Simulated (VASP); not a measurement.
Crystal: GaP.

```
CELL_PARAMETERS angstrom
0.00000 2.72525 2.72525
2.72525 0.00000 2.72525
2.72525 2.72525 0.00000
ATOMIC_POSITIONS crystal
Ga 0.00000 0.00000 0.00000
P 0.25000 0.25000 0.25000
```

The cell was built by a generator and needn't be a form met in nature.

- Program: VASP 6.6.1
- Task: relaxation of cell and atoms
- Functional: PBE
- Potentials or basis: VASP PAW PBE potentials, release 64 (Ga_d, P)
- Cutoff: 600 eV
- k mesh: 8 × 8 × 8
- Occupations: gaussian, width 0.03 eV
- Spin: no spin polarisation

At the start: pressure 2.4 GPa; volume 20.24 Å³/atom.

How do energy, volume and symmetry change on relaxing?

Over 3 steps the energy falls by 4.6 meV/atom and the volume is 20.86 Å³/atom (+3.1 %); space group F-43m (No. 216, to 0.05 Å).

The path:
```
step  energy change (eV)  largest force (eV/Å)  pressure (GPa)  volume (Å³)
   1              0.0000                0.0000            2.42        40.48
   2             -0.0073                0.0000           -1.04        42.30
   3             -0.0092                0.0000            0.05        41.72
```

Final structure:
```xyz
2
Lattice="0.0000 2.7528 2.7528 2.7528 0.0000 2.7528 2.7528 2.7528 0.0000" Properties=species:S:1:pos:R:3 pbc="T T T"
Ga    0.0000    0.0000    0.0000
P     1.3764    1.3764    1.3764
```
